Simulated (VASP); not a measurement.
# Li2ZnCl4 (Fd-3m): formation energy of the defect Li_Zn, part 5 of 6

Aim: the formation energy and local structure of the defect Li_Zn in Li2ZnCl4 (Fd-3m). The start is a computed cell from the Materials Project.

VASP 6.6.1, plane waves and PAW; the level of theory is named at each step.

So far. Step 6 (Reference Li): The run ended after 5 ionic steps, 0.002 eV below its first step, once forces and stress met EDIFFG = -0.02. Step 6 (Reference Li): Energy at zero smearing: -1.96127 eV.

### Step 7. The defect cell, spin collinear, charge 0

This step: PBEsol, spin-polarised, with small moments to start from; plane waves and PAW (Li, Zn, Cl) (VASP 6.6.1).

System of this step: Li17Zn7Cl32 (Li_Zn). The cell holds 56 atoms: 17 Li, 7 Zn and 32 Cl. Cell: a = 10.237 Å, b = 10.237 Å, c = 10.237 Å, α = 90.0°, β = 90.0°, γ = 90.0°. It derives from Li2ZnCl4 (Li2ZnCl4 (Fd-3m)). Nearest the centre at fractional (0.250, 0.250, 0.250): Li17 at 0.06 Å, Cl33 at 2.24 Å, Cl53 at 2.25 Å, Cl25 at 2.27 Å, Cl49 at 2.30 Å, Li15 at 4.24 Å, Li1 at 4.24 Å, Li6 at 4.24 Å.

Atoms within 3.3 Å of the defect's centre start slightly displaced, with symmetry off, so that a distortion can develop. The atoms relax at the host's fixed cell.

File INCAR:

```
SYSTEM = Li17Zn7Cl32
PREC = Normal
ENCUT = 300
EDIFF = 1E-05
NELM = 120
ISMEAR = 0
SIGMA = 0.05
LREAL = Auto
ALGO = Fast
GGA = PS
ISPIN = 2
MAGMOM = 0 0 0 0 0 0 0 0 0 0 0 0 0 0 0 0 0.6 0 0 0 0 0 0 0 0.6 0 0 0 0 0 0 0 0.6 0 0 0 0 0 0 0 0 0 0 0 0 0 0 0 0 0 0 0 0.6 0 0 0
LORBIT = 11
LWAVE = True
LCHARG = .TRUE.
NCORE = 4
IBRION = 2
NSW = 50
ISIF = 2
EDIFFG = -0.03
POTIM = 0.4
MAXMIX = 40
ISYM = 0
```

File POSCAR:

```
Li17Zn7Cl32
1.0
   10.2365805708      0.0000000000      0.0000000000
    0.0000000000     10.2365805708      0.0000000000
    0.0000000000      0.0000000000     10.2365805708
Li Zn Cl
17 7 32
Direct
    0.3750000000      0.3750000000      0.6250000000
    0.3750000000      0.8750000000      0.1250000000
    0.8750000000      0.3750000000      0.1250000000
    0.8750000000      0.8750000000      0.6250000000
    0.3750000000      0.1250000000      0.8750000000
    0.3750000000      0.6250000000      0.3750000000
    0.8750000000      0.1250000000      0.3750000000
    0.8750000000      0.6250000000      0.8750000000
    0.1250000000      0.1250000000      0.6250000000
    0.1250000000      0.6250000000      0.1250000000
    0.6250000000      0.1250000000      0.1250000000
    0.6250000000      0.6250000000      0.6250000000
    0.1250000000      0.3750000000      0.8750000000
    0.1250000000      0.8750000000      0.3750000000
    0.6250000000      0.3750000000      0.3750000000
    0.6250000000      0.8750000000      0.8750000000
    0.2487209500      0.2465717000      0.2550975100
    0.0000000000      0.0000000000      0.0000000000
    0.0000000000      0.5000000000      0.5000000000
    0.5000000000      0.0000000000      0.5000000000
    0.5000000000      0.5000000000      0.0000000000
    0.2500000000      0.7500000000      0.7500000000
    0.7500000000      0.2500000000      0.7500000000
    0.7500000000      0.7500000000      0.2500000000
    0.3812487300      0.1198826600      0.1270332400
    0.3783064600      0.6216935400      0.6216935400
    0.8783064600      0.1216935400      0.6216935400
    0.8783064600      0.6216935400      0.1216935400
    0.3716935400      0.3716935400      0.8716935400
    0.3716935400      0.8716935400      0.3716935400
    0.8716935400      0.3716935400      0.3716935400
    0.8716935400      0.8716935400      0.8716935400
    0.3787783200      0.3765904700      0.3743757900
    0.3783064600      0.8783064600      0.8783064600
    0.8783064600      0.3783064600      0.8783064600
    0.8783064600      0.8783064600      0.3783064600
    0.3716935400      0.1283064600      0.6283064600
    0.3716935400      0.6283064600      0.1283064600
    0.8716935400      0.1283064600      0.1283064600
    0.8716935400      0.6283064600      0.6283064600
    0.1283064600      0.3716935400      0.6283064600
    0.1283064600      0.8716935400      0.1283064600
    0.6283064600      0.3716935400      0.1283064600
    0.6283064600      0.8716935400      0.6283064600
    0.1283064600      0.1283064600      0.8716935400
    0.1283064600      0.6283064600      0.3716935400
    0.6283064600      0.1283064600      0.3716935400
    0.6283064600      0.6283064600      0.8716935400
    0.1226296300      0.3772546000      0.1161204800
    0.1216935400      0.8783064600      0.6216935400
    0.6216935400      0.3783064600      0.6216935400
    0.6216935400      0.8783064600      0.1216935400
    0.1225747500      0.1213826800      0.3748315100
    0.1216935400      0.6216935400      0.8783064600
    0.6216935400      0.1216935400      0.8783064600
    0.6216935400      0.6216935400      0.3783064600
```

File KPOINTS:

```
Automatic mesh
0
Gamma
1 1 1
0 0 0
```

Potentials, in the order of the species: Li, Zn and Cl (PBE family, release 64).

The run is started by

```sh
mpirun -np 4 vasp_gam
```

The log of the run:

```text
[... set-up lines as in an earlier step ...]
 entering main loop
       N       E                     dE             d eps       ncg     rms          rms(c)
DAV:   1     0.322462772147E+04    0.32246E+04   -0.10692E+05   784   0.118E+03
DAV:   2     0.363019835801E+03   -0.28616E+04   -0.27375E+04   904   0.329E+02
DAV:   3    -0.171182077025E+03   -0.53420E+03   -0.52729E+03   872   0.151E+02
DAV:   4    -0.200638255959E+03   -0.29456E+02   -0.29221E+02   912   0.415E+01
DAV:   5    -0.201297972903E+03   -0.65972E+00   -0.65863E+00   912   0.700E+00    0.201E+01
RMM:   6    -0.192946675707E+03    0.83513E+01   -0.23210E+01   784   0.109E+01    0.176E+01
RMM:   7    -0.192184306079E+03    0.76237E+00   -0.96931E+00   784   0.703E+00    0.788E+00
RMM:   8    -0.192396470591E+03   -0.21216E+00   -0.35723E+00   846   0.350E+00    0.468E+00
RMM:   9    -0.192353357528E+03    0.43113E-01   -0.68624E-01   784   0.242E+00    0.134E+00
RMM:  10    -0.192348019006E+03    0.53385E-02   -0.13942E-01   796   0.885E-01    0.856E-01
RMM:  11    -0.192342322761E+03    0.56962E-02   -0.38722E-02   827   0.421E-01    0.565E-01
RMM:  12    -0.192341453970E+03    0.86879E-03   -0.10224E-02   811   0.228E-01    0.305E-01
RMM:  13    -0.192342051293E+03   -0.59732E-03   -0.72242E-03   815   0.146E-01    0.226E-01
RMM:  14    -0.192342002878E+03    0.48416E-04   -0.14635E-03   800   0.740E-02    0.118E-01
RMM:  15    -0.192342003203E+03   -0.32505E-06   -0.64483E-04   735   0.404E-02    0.109E-01
RMM:  16    -0.192342069252E+03   -0.66049E-04   -0.16484E-04   711   0.273E-02    0.467E-02
RMM:  17    -0.192342100802E+03   -0.31551E-04   -0.77942E-05   640   0.153E-02    0.331E-02
RMM:  18    -0.192342100433E+03    0.36946E-06   -0.18746E-05   503   0.918E-03
   1 F= -.19234210E+03 E0= -.19231849E+03  d E =-.192342E+03  mag=     0.7859
 curvature:   0.00 expect dE= 0.000E+00 dE for cont linesearch  0.000E+00
 trial: gam= 0.00000 g(F)=  0.792E-01 g(S)=  0.000E+00 ort = 0.000E+00 (trialstep = 0.100E+01)
 search vector abs. value=  0.792E-01
 bond charge predicted
       N       E                     dE             d eps       ncg     rms          rms(c)
DAV:   1    -0.192396049292E+03   -0.53948E-01   -0.50428E+00   856   0.322E+00    0.116E+00
RMM:   2    -0.192411458274E+03   -0.15409E-01   -0.17848E-01   784   0.680E-01    0.248E-01
RMM:   3    -0.192413605603E+03   -0.21473E-02   -0.24288E-02   784   0.279E-01    0.264E-01
RMM:   4    -0.192413494492E+03    0.11111E-03   -0.46677E-03   792   0.121E-01    0.210E-01
RMM:   5    -0.192413296085E+03    0.19841E-03   -0.14711E-03   784   0.633E-02    0.796E-02
RMM:   6    -0.192413352078E+03   -0.55993E-04   -0.80507E-04   729   0.382E-02    0.323E-02
RMM:   7    -0.192413340813E+03    0.11265E-04   -0.82226E-05   573   0.180E-02    0.345E-02
RMM:   8    -0.192413354991E+03   -0.14178E-04   -0.13255E-04   610   0.147E-02    0.159E-02
RMM:   9    -0.192413347049E+03    0.79420E-05   -0.43607E-05   531   0.910E-03
   2 F= -.19241335E+03 E0= -.19238903E+03  d E =-.712466E-01  mag=     0.6421
[... from here on, the cycles between the ionic steps are left out ...]
   3 F= -.19253730E+03 E0= -.19251085E+03  d E =-.195197E+00  mag=     0.0798
   4 F= -.19255049E+03 E0= -.19252406E+03  d E =-.208391E+00  mag=    -0.0525
   5 F= -.19256384E+03 E0= -.19253737E+03  d E =-.133451E-01  mag=    -0.0037
   6 F= -.19256704E+03 E0= -.19254056E+03  d E =-.165465E-01  mag=     0.0048
   7 F= -.19257446E+03 E0= -.19254797E+03  d E =-.742520E-02  mag=    -0.0054
   8 F= -.19257926E+03 E0= -.19255276E+03  d E =-.122177E-01  mag=    -0.0126
   9 F= -.19257962E+03 E0= -.19255312E+03  d E =-.125795E-01  mag=    -0.0111
  10 F= -.19258177E+03 E0= -.19255527E+03  d E =-.215349E-02  mag=    -0.0307
  11 F= -.19258241E+03 E0= -.19255591E+03  d E =-.278969E-02  mag=    -0.0053
 curvature:  -3.76 expect dE=-0.239E-02 dE for cont linesearch -0.696E-05
 trial: gam= 0.71764 g(F)=  0.636E-03 g(S)=  0.000E+00 ort =-0.485E-04 (trialstep = 0.347E+01)
 search vector abs. value=  0.122E-02
 bond charge predicted
       N       E                     dE             d eps       ncg     rms          rms(c)
DAV:   1    -0.192581103949E+03    0.12976E-02   -0.65010E-01   832   0.151E+00    0.481E-01
RMM:   2    -0.192588341432E+03   -0.72375E-02   -0.55607E-02   784   0.418E-01    0.114E+00
RMM:   3    -0.192583502890E+03    0.48385E-02   -0.87100E-03   784   0.196E-01    0.277E-01
RMM:   4    -0.192583350838E+03    0.15205E-03   -0.34853E-03   791   0.980E-02    0.157E-01
RMM:   5    -0.192583379976E+03   -0.29139E-04   -0.77608E-04   788   0.584E-02    0.149E-01
RMM:   6    -0.192583367405E+03    0.12571E-04   -0.14404E-04   681   0.287E-02    0.156E-01
RMM:   7    -0.192583345912E+03    0.21492E-04   -0.64629E-05   656   0.169E-02    0.489E-02
RMM:   8    -0.192583345033E+03    0.87928E-06   -0.43479E-05   587   0.107E-02
  12 F= -.19258335E+03 E0= -.19255685E+03  d E =-.937782E-03  mag=     0.0057
 trial-energy change:   -0.000938  1 .order   -0.000986   -0.002084    0.000112
 step:   3.2670(harm=  3.2921)  dis= 0.00515  next Energy=  -192.583348 (dE=-0.941E-03)
 reached required accuracy - stopping structural energy minimisation
 writing wavefunctions
```

Elapsed: 1.8 min, on 4 MPI ranks of Intel Xeon 6975P-C (Granite Rapids), shared host; peak memory 0.84 GiB.

OUTCAR, selected parts (step 7):

```text
   k-points           NKPTS =      1   k-points in BZ     NKDIM =      1   number of bands    NBANDS=    196

   NELECT =     325.0000    total number of electrons

 E-fermi :   0.1883

 spin component 1
 k-point     1 :       0.0000    0.0000    0.0000
  band No.  band energies     occupation
    ...
    159       0.0234      1.00000
    160       0.0234      1.00000
    161       0.1537      0.83641
    162       0.1539      0.83498
    163       0.1545      0.83078
    164       4.3809      0.00000
    165       4.7920      0.00000
    166       6.0922      0.00000
    167       6.0937      0.00000
    168       6.0963      0.00000
    ...

 spin component 2
 k-point     1 :       0.0000    0.0000    0.0000
  band No.  band energies     occupation
    ...
    159       0.0236      1.00000
    160       0.0237      1.00000
    161       0.1539      0.83494
    162       0.1541      0.83352
    163       0.1547      0.82938
    164       4.3811      0.00000
    165       4.7922      0.00000
    166       6.0924      0.00000
    167       6.0939      0.00000
    168       6.0965      0.00000
    ...

  Total       -0.7229809     -0.7223853     -0.7433653     -0.0092388      0.0063013      0.0076340
  in kB       -1.0798729     -1.0789834     -1.1103200     -0.0137995      0.0094118      0.0114024
  external PRESSURE =      -1.0897254 kB  Pullay stress =       0.0000000 kB

 POSITION                                       TOTAL-FORCE (eV/Angst)
 -----------------------------------------------------------------------------------
      3.84070      3.83726      6.32197        -0.004845     -0.005301     -0.002603
      3.84086      9.02638      1.28101        -0.004616      0.008310      0.003357
      9.03374      3.83799      1.27644         0.001197     -0.006504      0.005604
      8.95468      8.95524      6.39980        -0.001132     -0.002431      0.000893
      3.83968      1.27915      9.03615        -0.005738      0.004581     -0.003568
      3.84045      6.32374      3.83800        -0.004607     -0.006042     -0.003199
      9.02726      1.27644      3.83997         0.007834      0.004713     -0.004299
      8.95502      6.39940      8.95562        -0.001489      0.001749     -0.004716
      1.27940      1.27652      6.32529         0.005394      0.004464     -0.004748
      1.28070      6.32056      1.27651         0.005768     -0.000977      0.005740
      6.32894      1.27775      1.28054        -0.008833      0.003731      0.003549
      6.39914      6.39973      6.39970         0.002808      0.001552      0.001641
      1.28041      3.83796      9.02332         0.004668     -0.005319      0.010425
      1.27756      9.02445      3.83838         0.005693      0.007601     -0.004007
      6.32739      3.83934      3.83699        -0.007822     -0.005640     -0.003065
      6.39970      8.95475      8.95536         0.002411     -0.002309     -0.001172
      2.55774      2.55591      2.56067        -0.000322      0.000768     -0.001415
      0.01378      0.01074      0.01167         0.004036      0.003824      0.001535
      0.01243      5.10531      5.10487         0.006046     -0.006079     -0.000894
      5.10635      0.01128      5.10627        -0.006044      0.004980     -0.003976
      5.10698      5.10419      0.01172        -0.003228     -0.002771     -0.000664
      2.56004      7.67717      7.67808         0.001586     -0.000062     -0.004700
      7.67564      2.55875      7.67805         0.001171     -0.002716     -0.004883
      7.67894      7.67359      2.55780        -0.002953      0.003899      0.006247
[...]
-----------------------------------------------------------------------------------
    total drift:                               -0.000895     -0.005295     -0.001327

  FREE ENERGIE OF THE ION-ELECTRON SYSTEM (eV)
  ---------------------------------------------------
  free  energy   TOTEN  =      -192.5833450330 eV

  energy  without entropy=     -192.5303453591  energy(sigma->0) =     -192.55684520

 magnetization (x)
# of ion       s       p       d       tot
------------------------------------------
    1        0.000   0.000   0.000   0.000
    2        0.000   0.000   0.000   0.000
    3        0.000   0.000   0.000   0.000
    4       -0.000   0.000   0.000   0.000
    5        0.000   0.000   0.000   0.000
    6        0.000   0.000   0.000   0.000
    7        0.000   0.000   0.000   0.000
    8       -0.000   0.000   0.000   0.000
    9        0.000   0.000   0.000   0.000
   10        0.000   0.000   0.000   0.000
   11        0.000   0.000   0.000   0.000
   12       -0.000   0.000   0.000   0.000
   13        0.000   0.000   0.000   0.000
   14        0.000   0.000   0.000   0.000
   15        0.000   0.000   0.000   0.000
   16       -0.000   0.000   0.000   0.000
   17        0.000   0.000   0.000   0.000
   18       -0.000  -0.000   0.000   0.000
   19       -0.000  -0.000   0.000   0.000
   20       -0.000  -0.000   0.000   0.000
   21       -0.000  -0.000   0.000   0.000
   22       -0.000   0.000   0.000   0.000
   23       -0.000   0.000   0.000   0.000
[...]
--------------------------------------------------
tot         -0.000   0.003   0.000   0.003

[... 5 parts as in an earlier step ...]

[... 4 further parts left out ...]
```

Relaxation path:

```csv
step,energy less that of the first step (eV),largest force (eV/Å)
1,0.0000,0.8063
2,-0.0712,0.6005
3,-0.1952,0.1698
4,-0.2084,0.1205
5,-0.2217,0.1317
6,-0.2249,0.1178
7,-0.2324,0.0974
8,-0.2372,0.0590
9,-0.2375,0.0678
10,-0.2397,0.0408
11,-0.2403,0.0335
12,-0.2412,0.0293
```

The atoms that moved most (Å):

```
atom      dx      dy      dz  length
Cl33   0.047   0.067   0.089   0.120
Cl53  -0.062  -0.052   0.087   0.119
Cl25   0.022  -0.034  -0.104   0.111
Cl49  -0.059   0.060   0.005   0.084
 Li5   0.001   0.000   0.079   0.079
Li10   0.001  -0.077  -0.003   0.077
 Li3   0.077  -0.001  -0.003   0.077
 Li1   0.002  -0.001  -0.076   0.076
```

Numbers from this step:

| Quantity | Value |
| --- | --- |
| electronic cycles | 108 |
| electrons | 325 |
| free energy (TOTEN) | -192.5833 eV |
| energy at zero smearing | -192.5568 eV |
| Fermi energy | 0.1883 eV |
| moment of the cell, from the last line of the log | 0.0057 μB |

The spin moment in the PAW sphere vanishes on all atoms.

Valence density in the ac plane at fractional y = 0.250, through the centre, with atoms of Li and Zn within 0.45 Å of it. It is the smooth field of the valence electrons, not physical close to the nuclei.

Values in units of 1e0 e/Å³, 13 rows by 16 columns, each cell a mean:
```
0.0 0.1 0.1 0.1 0.0 0.1 0.1 0.0 0.0 0.1 0.1 0.0 0.0 0.1 0.1 0.0
0.1 0.2 0.2 0.1 0.1 0.2 0.2 0.1 0.1 0.1 0.2 0.1 0.1 0.2 0.1 0.1
0.0 0.1 0.1 0.1 0.0 0.1 0.1 0.1 0.0 0.1 0.2 3.5 5.4 0.5 0.1 0.0
0.0 0.1 0.1 0.0 0.0 0.1 0.1 0.0 0.0 0.1 0.3 5.6 8.9 0.7 0.1 0.0
0.1 0.2 0.2 0.1 0.1 0.2 0.2 0.1 0.1 0.1 0.2 0.2 0.3 0.2 0.1 0.1
0.0 0.1 0.1 0.1 0.1 0.1 0.1 0.1 0.0 0.1 0.1 0.1 0.0 0.1 0.1 0.0
0.0 0.0 0.1 0.0 0.0 0.0 0.1 0.0 0.0 0.0 0.1 0.0 0.0 0.1 0.1 0.0
0.1 0.1 0.1 0.0 0.0 0.1 0.1 0.1 0.1 0.1 0.2 0.1 0.1 0.1 0.2 0.1
0.0 0.1 0.1 0.1 0.0 0.1 0.1 0.1 0.1 0.1 0.2 0.1 0.1 0.1 0.2 0.1
0.0 0.0 0.0 0.0 0.0 0.0 0.0 0.0 0.0 0.1 0.1 0.0 0.0 0.1 0.1 0.0
0.0 0.1 0.1 0.0 0.0 0.1 0.1 0.0 0.0 0.1 0.1 0.1 0.1 0.1 0.1 0.1
0.1 0.1 0.1 0.1 0.0 0.1 0.1 0.1 0.1 0.2 0.2 0.1 0.1 0.2 0.2 0.1
0.0 0.1 0.1 0.0 0.0 0.0 0.1 0.0 0.0 0.1 0.1 0.0 0.0 0.1 0.1 0.0
```
Columns run along a (10.2 Å), rows up along c (10.2 Å). Atoms in or near the plane, at fractional coordinates: Li at (0.25, 0.25), Zn at (0.75, 0.75).

The run ended after 12 ionic steps, 0.241 eV below its first step, once the forces on the free atoms met EDIFFG = -0.03.

The 4 first neighbours (Cl) lie 2.27 Å from the site in the perfect crystal and 2.36 Å on average from the atom on it after the relaxation (+3.9 %).

Levels at the Fermi energy are partly filled: the carrier is shared among close levels or spread over a band.

[end of part 5 of 6]

[Lines on the potential files, build, host, timing and source positions are cut from VASP's logs without a mark.]

[Logs are printed without paths, hosts, clocks, repeated set-up lines and the standing remarks that a program may print on its own settings, such as how far it seeks lower states.]

[Hosts, paths, dates, database ids (printed as entryN), source tags and the programs' standing remarks are cut or masked in the printed files.]

[In band tables of VASP the shares of atoms and orbitals are scaled to a sum of 1 inside the atoms' spheres.]

[Runs that stopped without an error message from VASP are left out.]
